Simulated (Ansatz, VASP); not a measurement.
# SmCd in two plane-wave programs, part 2 of 3

Aim: how closely do two programs agree when they are given the same cell, functional and k mesh? Of the first pair: The two relaxations start from unlike cells of this crystal (the structure described is Ansatz's start), so only their ends are compared.

VASP 6.6.1 and Ansatz 0.2.0.

So far: The starting structure; Ansatz: relaxation of cell and atoms, PBEsol, pair 1.

In doubt: a part-filled 4f shell, where there is one, can sit in one of many states (steps 2, 5), so energies may not be the lowest and differences between runs may mislead.

## Step 3: VASP: relaxation of cell and atoms, PBEsol, pair 1

Level of this step: PBEsol, spin-polarised from a ferromagnetic start; plane waves and PAW (Sm, Cd) (VASP).

Its own start cell and the same functional, mesh and smearing now go to VASP, with its own data sets.

Lines of VASP's logs that name or quote its potential files are left out, and so is its time.

The input, INCAR:

```
SYSTEM = SmCd
PREC = Accurate
ENCUT = 600
EDIFF = 1E-07
NELM = 200
ISMEAR = 0
SIGMA = 0.1
LREAL = .FALSE.
ALGO = Normal
GGA = PS
NBANDS = 25
ISPIN = 2
MAGMOM = 5.71 0.03
LASPH = .TRUE.
LMAXMIX = 6
AMIX = 0.2
BMIX = 1E-04
AMIX_MAG = 0.8
BMIX_MAG = 1E-04
LORBIT = 11
LWAVE = .FALSE.
LCHARG = .FALSE.
ISIF = 3
IBRION = 2
NSW = 80
EDIFFG = -0.005
GGA_COMPAT = .FALSE.
NELMIN = 4
KPAR = 2
```

The input, POSCAR:

```
SmCd
1.0
    3.8141064070      0.0000000000      0.0000000000
    0.0000000000      3.8141064070      0.0000000000
    0.0000000000      0.0000000000      3.8141064070
Sm Cd
1 1
Direct
    0.5000000000      0.5000000000      0.5000000000
    0.0000000000      0.0000000000      0.0000000000
```

The input, KPOINTS:

```
Automatic mesh
0
Gamma
10 10 10
0 0 0
```

The projector-augmented-wave data sets are Sm and Cd (PBE family, release 64).

Started as:

```
> mpirun -np 2 vasp_std
```

Numbers of over 12 decimals in the logs are rounded to 6 here.

Log:

```text
[banner, memory and clock lines left out]
running    2 mpi-ranks, on    1 nodes
 distrk:  each k-point on    1 cores,    2 groups
 distr:  one band on    1 cores,    1 groups

 POSCAR found type information on POSCAR SmCd
 POSCAR found :  2 types and       2 ions
|                                                                             |
|               ----> ADVICE to this user running VASP <----                  |
|                                                                             |
|     You enforced a specific xc type in the INCAR file but a different       |
|     [... a line on the potential file left out ...]
|     I HOPE YOU KNOW WHAT YOU ARE DOING!                                     |
|                                                                             |

 LDA part: xc-table for (Slater+PW92), standard interpolation
 POSCAR, INCAR and KPOINTS ok, starting setup
 FFT: planning ... GRIDC
 FFT: planning ... GRID_SOFT
 FFT: planning ... GRID
 WAVECAR not read
 entering main loop
       N       E                     dE             d eps       ncg     rms          rms(c)
DAV:   1     0.201379175100E+03    0.20138E+03   -0.12085E+04  7736   0.507E+03
DAV:   2     0.174389932080E+02   -0.18394E+03   -0.15797E+03  7599   0.398E+02
DAV:   3    -0.716416623569E+01   -0.24603E+02   -0.23936E+02  8529   0.129E+02
DAV:   4    -0.987479153030E+01   -0.27106E+01   -0.26222E+01 10870   0.306E+01
DAV:   5    -0.100405098461E+02   -0.16572E+00   -0.15725E+00  8942   0.765E+00    0.332E+01
DAV:   6    -0.128037989505E+02   -0.27633E+01   -0.82169E+00  7992   0.310E+01    0.359E+01
DAV:   7    -0.118017209614E+02    0.10021E+01   -0.36160E+00  6595   0.358E+01    0.175E+01
DAV:   8    -0.116869181234E+02    0.11480E+00   -0.21193E+00  8317   0.199E+01    0.174E+01
DAV:   9    -0.115754812208E+02    0.11144E+00   -0.18071E-01 10128   0.677E+00    0.909E+00
DAV:  10    -0.115257712958E+02    0.49710E-01   -0.40782E-02  9853   0.386E+00    0.337E+00
DAV:  11    -0.115392596419E+02   -0.13488E-01   -0.13815E-02  9874   0.195E+00    0.471E-01
DAV:  12    -0.115399561304E+02   -0.69649E-03   -0.17296E-03 10069   0.546E-01    0.461E-01
DAV:  13    -0.115399455168E+02    0.10614E-04   -0.10571E-04 10149   0.109E-01    0.328E-01
DAV:  14    -0.115398849128E+02    0.60604E-04   -0.19618E-04  8768   0.241E-01    0.118E-01
DAV:  15    -0.115399118054E+02   -0.26893E-04   -0.20745E-05  9670   0.725E-02    0.372E-02
DAV:  16    -0.115399170062E+02   -0.52009E-05   -0.64528E-06  8624   0.255E-02    0.233E-02
DAV:  17    -0.115399175661E+02   -0.55984E-06   -0.21795E-06  9482   0.156E-02    0.118E-02
DAV:  18    -0.115399175286E+02    0.37472E-07   -0.20630E-07  7391   0.458E-03
   1 F= -.11539918E+02 E0= -.11513740E+02  d E =-.115399E+02  mag=     5.9446
 curvature:   0.00 expect dE= 0.000E+00 dE for cont linesearch  0.000E+00
 trial: gam= 0.00000 g(F)=  0.000E+00 g(S)=  0.106E-04 ort = 0.000E+00 (trialstep = 0.100E+01)
 search vector abs. value=  0.106E-04
 bond charge predicted
       N       E                     dE             d eps       ncg     rms          rms(c)
DAV:   1    -0.115413755427E+02   -0.14580E-02   -0.44021E-03  7157   0.913E-01    0.753E-01
DAV:   2    -0.115476574040E+02   -0.62819E-02   -0.13681E-02  6490   0.266E+00    0.194E+00
DAV:   3    -0.115399108160E+02    0.77466E-02   -0.63488E-03  6657   0.193E+00    0.643E-02
DAV:   4    -0.115399304154E+02   -0.19599E-04   -0.32595E-04  8773   0.151E-01    0.660E-02
DAV:   5    -0.115399211178E+02    0.92977E-05   -0.19835E-05  9762   0.478E-02    0.362E-02
DAV:   6    -0.115399173834E+02    0.37344E-05   -0.27143E-06 10205   0.148E-02    0.235E-02
DAV:   7    -0.115399140053E+02    0.33781E-05   -0.34649E-06  9858   0.784E-03    0.159E-02
DAV:   8    -0.115399128846E+02    0.11207E-05   -0.22924E-06 10488   0.711E-03    0.105E-02
DAV:   9    -0.115399128680E+02    0.16567E-07   -0.79276E-07  9736   0.328E-03
   2 F= -.11539913E+02 E0= -.11513716E+02  d E =0.466057E-05  mag=     5.9450
 trial-energy change:    0.000005  1 .order    0.000004   -0.000011    0.000018
 step:   0.3255(harm=  0.3724)  dis= 0.00000  next Energy=   -11.539919 (dE=-0.170E-05)
 bond charge predicted
       N       E                     dE             d eps       ncg     rms          rms(c)
DAV:   1    -0.115405872222E+02   -0.67434E-03   -0.20202E-03  7166   0.616E-01    0.519E-01
DAV:   2    -0.115435345920E+02   -0.29474E-02   -0.58755E-03  6371   0.184E+00    0.129E+00
DAV:   3    -0.115399175750E+02    0.36170E-02   -0.28640E-03  6551   0.131E+00    0.478E-02
DAV:   4    -0.115399261184E+02   -0.85434E-05   -0.15072E-04  8839   0.128E-01    0.499E-02
DAV:   5    -0.115399199369E+02    0.61815E-05   -0.10030E-05  9607   0.406E-02    0.215E-02
DAV:   6    -0.115399181315E+02    0.18055E-05   -0.16028E-06  9859   0.999E-03    0.136E-02
DAV:   7    -0.115399169538E+02    0.11776E-05   -0.18207E-06 10110   0.550E-03    0.899E-03
DAV:   8    -0.115399170074E+02   -0.53602E-07   -0.10795E-06 10282   0.629E-03    0.799E-03
DAV:   9    -0.115399171383E+02   -0.13090E-06   -0.14906E-07  5096   0.311E-03    0.451E-03
DAV:  10    -0.115399172040E+02   -0.65624E-07   -0.40177E-08  3343   0.336E-03
   3 F= -.11539917E+02 E0= -.11513732E+02  d E =0.324631E-06  mag=     5.9448
 curvature:  -0.19 expect dE=-0.147E-07 dE for cont linesearch -0.147E-07
 trial: gam= 0.00000 g(F)=  0.392E-66 g(S)=  0.793E-07 ort =-0.918E-06 (trialstep = 0.865E+00)
 search vector abs. value=  0.794E-07
 reached required accuracy - stopping structural energy minimisation
```

Parts of OUTCAR (step 3):

```text
ion  position               nearest neighbor table
   1  0.500  0.500  0.500-   2 3.30   2 3.30   2 3.30   2 3.30   2 3.30   2 3.30   2 3.30   2 3.30

  LATTYP: Found a simple cubic cell.
 ALAT       =     3.8141064070

 Subroutine GETGRP returns: Found 48 space group operations
 (whereof 48 operations were pure point group operations)

The static configuration has the point symmetry O_h .

 Found     56 irreducible k-points:

   k-points           NKPTS =     56   k-points in BZ     NKDIM =     56   number of bands    NBANDS=     25

   dimension x,y,z NGX =    30 NGY =   30 NGZ =   30
   dimension x,y,z NGXF=    60 NGYF=   60 NGZF=   60

   ENCUT  =  600.0 eV  44.10 Ry    6.64 a.u.   7.62  7.62  7.62*2*pi/ulx,y,z

   NELECT =      28.0000    total number of electrons

 k-points in reciprocal lattice and weights: Automatic mesh
   0.00000000  0.00000000  0.00000000       0.001
   0.10000000  0.00000000  0.00000000       0.006
   0.20000000  0.00000000  0.00000000       0.006
   0.30000000  0.00000000  0.00000000       0.006
   0.40000000  0.00000000  0.00000000       0.006
   0.50000000  0.00000000  0.00000000       0.003
   0.10000000  0.10000000  0.00000000       0.012
   0.20000000  0.10000000  0.00000000       0.024
   0.30000000  0.10000000  0.00000000       0.024
[...]
0.50000000  0.50000000  0.40000000       0.006
   0.50000000  0.50000000  0.50000000       0.001

 average (electrostatic) potential at core
       1 -41.1917       2 -38.9481

 E-fermi :   2.7674

 spin component 1
 k-point     1 :       0.0000    0.0000    0.0000
  band No.  band energies     occupation
    ...
     13       2.4663      0.99999
     14       2.4663      0.99999
     15       2.6701      0.91570
     16       2.6701      0.91567
     17       2.6701      0.91567
     18       2.9925      0.00073
     19       2.9925      0.00073
     20       7.2711      0.00000
     21       7.2711      0.00000
     22       7.2711      0.00000
    ...

 k-point     2 :       0.1000    0.0000    0.0000
  band No.  band energies     occupation
    ...
     13       2.4734      0.99998
     14       2.4734      0.99998
     15       2.6630      0.93018
     16       2.6752      0.90386
     17       2.6753      0.90383
     18       2.9703      0.00206
     19       3.0164      0.00022
     20       6.3885      0.00000
     21       6.3885      0.00000
     22       7.1011      0.00000
    ...

 k-point     3 :       0.2000    0.0000    0.0000
  band No.  band energies     occupation
    ...
     14       2.4942      0.99994
     15       2.6478      0.95464
     16       2.6896      0.86450
     17       2.6896      0.86446
     18       2.7168      0.76310
     19       3.0769      0.00001
     20       5.5151      0.00000
     21       5.5151      0.00000
     22       6.6501      0.00000
     23       7.2681      0.00000
    ...

 k-point     4 :       0.3000    0.0000    0.0000
  band No.  band energies     occupation
    ...
     14       2.5254      0.99969
     15       2.5254      0.99969
     16       2.6336      0.97083
     17       2.7105      0.78965
     18       2.7105      0.78960
     19       3.1508      0.00000
     20       4.8289      0.00000
     21       4.8289      0.00000
     22       6.9945      0.00000
     23       7.2654      0.00000
    ...

 k-point     5 :       0.4000    0.0000    0.0000
  band No.  band energies     occupation
    ...
     14       2.5563      0.99859
     15       2.5563      0.99859
     16       2.6244      0.97847
     17       2.7332      0.68564
     18       2.7333      0.68558
     19       3.2114      0.00000
     20       4.3813      0.00000
     21       4.3813      0.00000
     22       7.2631      0.00000
     23       7.8983      0.00000
    ...

 k-point     6 :       0.5000    0.0000    0.0000
  band No.  band energies     occupation
    ...
     14       2.5696      0.99743
     15       2.5696      0.99743
     16       2.6213      0.98063
     17       2.7448      0.62556
     18       2.7448      0.62550
     19       3.2349      0.00000
     20       4.2229      0.00000
     21       4.2229      0.00000
     22       7.2623      0.00000
     23       8.5141      0.00000
    ...

  Total       -0.0010468     -0.0010468     -0.0010468     -0.0000000     -0.0000000     -0.0000000
  in kB       -0.0302187     -0.0302187     -0.0302187     -0.0000000     -0.0000000     -0.0000000
  external PRESSURE =      -0.0302187 kB  Pullay stress =       0.0000000 kB

  energy-cutoff  :      600.00
  volume of cell :       55.50
      direct lattice vectors                 reciprocal lattice vectors
     3.814469363  0.000000000  0.000000000     0.262159662 -0.000000000 -0.000000000
     0.000000000  3.814469363  0.000000000    -0.000000000  0.262159662  0.000000000
     0.000000000 -0.000000000  3.814469363    -0.000000000 -0.000000000  0.262159662

 POSITION                                       TOTAL-FORCE (eV/Angst)
 -----------------------------------------------------------------------------------
      1.90723      1.90723      1.90723         0.000000     -0.000000      0.000000
      0.00000      0.00000      0.00000        -0.000000      0.000000      0.000000
 -----------------------------------------------------------------------------------
    total drift:                                0.000000      0.000000      0.000000

  FREE ENERGIE OF THE ION-ELECTRON SYSTEM (eV)
  ---------------------------------------------------
  free  energy   TOTEN  =       -11.5399172040 eV

  energy  without entropy=      -11.4875465943  energy(sigma->0) =      -11.51373190

 reached required accuracy - stopping structural energy minimisation

 total charge
# of ion       s       p       d       f       tot
--------------------------------------------------
    1        2.050   5.621   0.378   5.531  13.580
    2        0.627   0.312   9.440   0.000  10.379
--------------------------------------------------
tot          2.677   5.933   9.817   5.531  23.959

 magnetization (x)
# of ion       s       p       d       f       tot
--------------------------------------------------
    1       -0.011  -0.074   0.082   5.510   5.507
    2       -0.014   0.021   0.005   0.000   0.012
--------------------------------------------------
tot         -0.025  -0.054   0.087   5.510   5.519

[... 6 further parts left out ...]
```

The cell holds one magnetic atom, so no antiferromagnetic order fits into it. Without U or exact exchange, f electrons of an open shell come out too delocalised.

## Step 4: Side by side

Known differences besides the potentials themselves: VASP starts from the moments at which Ansatz ended; the data sets hold 36 valence electrons in Ansatz (on its default PAW (the set named soft_2) files) and 28 in VASP; the cutoff is 420 eV in Ansatz and 600 eV in VASP; Ansatz makes its cores anew for this functional, VASP keeps those of its PBE data sets; Ansatz adds a Pulay correction to the stress that steers its cell, VASP none; site moments are counted in spheres of each program's own size. Total energies have different zeros and are not compared.

Compared:

| quantity | Ansatz | VASP | difference |
| --- | --- | --- | --- |
| volume (Å³) | 55.63 | 55.50 | +0.23 % |
| edge a after relaxation, in the typed setting (Å) | 3.817 | 3.814 | +0.08 % |
| total moment (μB) | 5.95 | 5.94 | +0.01 |
| moment on Sm1 (μB) | 5.71 | 5.51 | +0.20 |

## Step 5: Ansatz: relaxation of cell and atoms, PBEsol, pair 2

The relaxed volume is the usual yardstick between codes: in a stiff, nearly cubic crystal its relative difference is about their pressure difference at one cell divided by the bulk modulus. Its start cell is another than that of the pair before, and may be another structure of the material.

The cell is taken from a series of runs on this material, whose earlier steps may have relaxed, scaled, displaced or heated it; both programs get it as it stands.

The input, input.yaml:

```yaml
crystal:
  lattice:
    - [3.8174331079, 0.0, 0.0]
    - [0.0, 3.8174331079, 0.0]
    - [0.0, 0.0, 3.8174331079]
  atoms:
    - { symbol: Sm, position: [0.5, 0.5, 0.5], spin: 6.28 }
    - { symbol: Cd, position: [0.0, 0.0, 0.0] }
kpoints:
  mp_grid: { grid: [10, 10, 10] }
hamiltonian:
  xc: pbesol
scf:
  occupations: { method: gaussian, width: 0.15 }
output:
  forces: true
  stress: true
  eigenvalues: true
  populations: true
magnetization:
  spin_polarized: true
relax:
  adjacent_minimum: "off"
  f_tol: 0.001
  max_steps: 60
  cell: { stress_tol: 0.01 }
```

Started as:

```
> ansatz run input.yaml --threads 8 --pin off --max-ram 14336MiB --backend cpu --events-out ev --progress --plain --runs-dir out
```

Log:

```text
[...]
Crystal: 2 atoms, lattice volume = 55.631 Å³
Basis set: ecut = 420 eV, 1045 PW (Γ), exchange–correlation on 54×54×54 points (8 copies of the dense FFT grid, shifted against one another)
Bands: 26, of which v1, the nominal top of the filled ones, is band 18 counted from 1 (17 counted from 0)
Symmetry: 48 space group operations
[...]
cell:  # Å, volume = 55.6768 Å³
    - [3.818488, 0, 0]
    - [0, 3.818488, 0]
    - [0.0, 0, 3.818488]
  atoms:
    - { symbol: Sm, position: [0.5, 0.5, 0.5] }
    - { symbol: Cd, position: [0, 0, 0] }
--- Löwdin populations: 2 sites ---
  site symbol       q [e]    m [muB]
     0     Sm     16.8270     5.9441
     1     Cd     18.9343    -0.0129
  spilling = 0.006633 (of n_electrons = 36.000000)
[key lines of the parts left out:]
SCF converged after 9 iterations
Magnetization: 5.9565 μB (20.9783 up, 15.0217 down)
Free energy (F): -16329.507697 eV
Fermi energy:    12.519783 eV
P = ⅓ Tr σ = 0.0013 GPa (0.013 kbar)
```

## Step 6: VASP: relaxation of cell and atoms, PBEsol, pair 2

The same cell, functional, mesh and smearing now go to VASP, with its own data sets.

Changes to INCAR since step 3:

```diff
@@ -6,3 +6,3 @@
 ISMEAR = 0
-SIGMA = 0.1
+SIGMA = 0.15
 LREAL = .FALSE.
```

The input, POSCAR:

```
SmCd
1.0
    3.8174330000      0.0000000000      0.0000000000
    0.0000000000      3.8174330000      0.0000000000
    0.0000000000      0.0000000000      3.8174330000
Sm Cd
1 1
Direct
    0.5000001310      0.5000001310      0.5000001310
    0.0000001310      0.0000001310      0.0000001310
```

KPOINTS is that of step 3.

Started as:

```
> mpirun -np 2 vasp_std
```

Log:

```text
[banner, memory and clock lines left out]
running    2 mpi-ranks, on    1 nodes
[...]
[... a notice as in an earlier step ...]

 LDA part: xc-table for (Slater+PW92), standard interpolation
 POSCAR, INCAR and KPOINTS ok, starting setup
[...]
entering main loop
       N       E                     dE             d eps       ncg     rms          rms(c)
DAV:   1     0.199209418846E+03    0.19921E+03   -0.12294E+04  7737   0.518E+03
DAV:   2     0.166951620339E+02   -0.18251E+03   -0.15766E+03  7690   0.400E+02
DAV:   3    -0.716880526056E+01   -0.23864E+02   -0.23157E+02  8277   0.127E+02
DAV:   4    -0.990352323882E+01   -0.27347E+01   -0.26514E+01 10871   0.310E+01
[...]
DAV:  17    -0.115695472725E+02    0.31358E-05   -0.29918E-06  9516   0.348E-02    0.132E-02
DAV:  18    -0.115695478683E+02   -0.59576E-06   -0.65883E-07  9095   0.121E-02    0.943E-03
DAV:  19    -0.115695478832E+02   -0.14873E-07   -0.78854E-08  5165   0.690E-03
   1 F= -.11569548E+02 E0= -.11519673E+02  d E =-.115695E+02  mag=     5.9472
[...]
N       E                     dE             d eps       ncg     rms          rms(c)
DAV:   1    -0.115714054501E+02   -0.18576E-02   -0.57284E-03  7107   0.104E+00    0.857E-01
DAV:   2    -0.115790241836E+02   -0.76187E-02   -0.16614E-02  6482   0.302E+00    0.208E+00
DAV:   3    -0.115695648410E+02    0.94593E-02   -0.78318E-03  6563   0.214E+00    0.749E-02
DAV:   4    -0.115695808692E+02   -0.16028E-04   -0.38934E-04  8873   0.185E-01    0.687E-02
[...]
DAV:   8    -0.115695595001E+02   -0.53181E-07   -0.31700E-06 10673   0.106E-02    0.138E-02
DAV:   9    -0.115695598493E+02   -0.34915E-06   -0.58176E-07  9194   0.524E-03    0.822E-03
DAV:  10    -0.115695599024E+02   -0.53070E-07   -0.64397E-08  3575   0.476E-03
   2 F= -.11569560E+02 E0= -.11519707E+02  d E =-.120192E-04  mag=     5.9468
 trial-energy change:   -0.000012  1 .order   -0.000007   -0.000014   -0.000001
 step:   1.0156(harm=  1.0516)  dis= 0.00000  next Energy=   -11.569560 (dE=-0.120E-04)
 reached required accuracy - stopping structural energy minimisation
```

Parts of OUTCAR (step 6):

```text
  Total       -0.0006724     -0.0006724     -0.0006724      0.0000000      0.0000000      0.0000000
  in kB       -0.0193854     -0.0193854     -0.0193854      0.0000000      0.0000000      0.0000000
  external PRESSURE =      -0.0193854 kB  Pullay stress =       0.0000000 kB

 POSITION                                       TOTAL-FORCE (eV/Angst)
 -----------------------------------------------------------------------------------
      1.90809      1.90809      1.90809        -0.000000     -0.000000      0.000000
      0.00000      0.00000      0.00000         0.000000      0.000000      0.000000
 -----------------------------------------------------------------------------------
    total drift:                               -0.001070     -0.001070     -0.001070

  FREE ENERGIE OF THE ION-ELECTRON SYSTEM (eV)
  ---------------------------------------------------
  free  energy   TOTEN  =       -11.5695599024 eV

  energy  without entropy=      -11.4698539784  energy(sigma->0) =      -11.51970694

 magnetization (x)
# of ion       s       p       d       f       tot
--------------------------------------------------
    1       -0.010  -0.074   0.083   5.509   5.507
    2       -0.014   0.021   0.005   0.000   0.012
--------------------------------------------------
tot         -0.024  -0.053   0.087   5.509   5.519

[... 2 parts as in an earlier step ...]

[... 2 further parts left out ...]
[key lines of the parts left out:]
E-fermi :   2.7578
```

## Step 7: Differences

What differs besides the data sets and the points named for the pairs above, as far as they apply: the data sets hold 36 valence electrons in Ansatz (on its default PAW (the set named soft_2) files) and 28 in VASP. Total energies have different zeros and are not compared.

Both answers:

| quantity | Ansatz | VASP | difference |
| --- | --- | --- | --- |
| volume (Å³) | 55.68 | 55.58 | +0.18 % |
| edge a after relaxation, in the typed setting (Å) | 3.818 | 3.816 | +0.06 % |
| total moment (μB) | 5.96 | 5.95 | +0.01 |
| moment on Sm1 (μB) | 5.71 | 5.51 | +0.20 |

(Part 2 of 3 ends here.)

[Lines on the potential files, build, host, timing and source positions are cut from VASP's logs without a mark.]

[Logs are printed without paths, hosts, clocks, repeated set-up lines and the standing remarks that a program may print on its own settings, such as how far it seeks lower states.]

[Hosts, paths, dates, database ids (printed as entryN), source tags and the programs' standing remarks are cut or masked in the printed files.]
